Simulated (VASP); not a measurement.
An input for Ansatz (written as the equivalent of a VASP run, and not itself run):

Ansatz 0.2 input:
```yaml
crystal:
  lattice:
    - [-2.8879040, 2.8879040, 1.5756750]
    - [2.8879040, -2.8879040, 1.5756750]
    - [2.8879040, 2.8879040, -1.5756750]
  atoms:
    - { symbol: Sc, position: [0.7500000, 0.2500000, 0.5000000] }
    - { symbol: Sc, position: [0.0000000, 0.0000000, 0.0000000] }
kpoints:
  mp_grid: { grid: [12, 12, 12] }
hamiltonian:
  xc: pbesol
  pseudopotentials: { kind: paw }
scf:
  occupations: { method: methfessel_paxton, width: 0.1 }
  max_iter: 100
relax:
  max_steps: 60
  f_tol: 0.01
  cell: {}
output: { forces: true, stress: true, eigenvalues: true }
```

Q: Translate this input to VASP (INCAR, KPOINTS, POSCAR, choice of POTCAR).

A: One answer among several that fit: 
KPOINTS:
```
Regular mesh
0
G
  12 12 12
```

INCAR:
```
ALGO  =  Normal
EDIFF  =  1E-6
EDIFFG  =  -0.01
ENCUT  =  400
GGA  =  PS
IBRION  =  2
ISIF  =  3
ISMEAR  =  1
LASPH  =  .TRUE.
LCHARG  =  .FALSE.
LMAXMIX  =  4
LREAL  =  .FALSE.
LWAVE  =  .FALSE.
NELM  =  100
NSW  =  60
PREC  =  Accurate
SIGMA  =  0.1
SYSTEM  =  Sc
```

File POSCAR:
```
Sc
1.0
 -2.8879040000   2.8879040000   1.5756750000
  2.8879040000  -2.8879040000   1.5756750000
  2.8879040000   2.8879040000  -1.5756750000
Sc
2
Cart
 -0.0000000000   2.8879040000   0.7878375000
  0.0000000000   0.0000000000   0.0000000000
```

POTCAR, in this order: Sc_sv (PBE.64 set). Program: vasp_std.

The two are equivalent in intent, not identical: each code has its own PAW files, so the cut-off isn't converted (ENCUT is set for VASP's; basis.ecutwfc is left out, and Ansatz then takes the one that its files recommend); Ansatz stops its SCF on the density residual and VASP on the energy change (EDIFF).

The structure was generated: Sc was put into the beta-Sn type (I4_1/amd), which need not be its known phase. This run relaxes it. Symmetry was kept, so distortions that lower it aren't found.
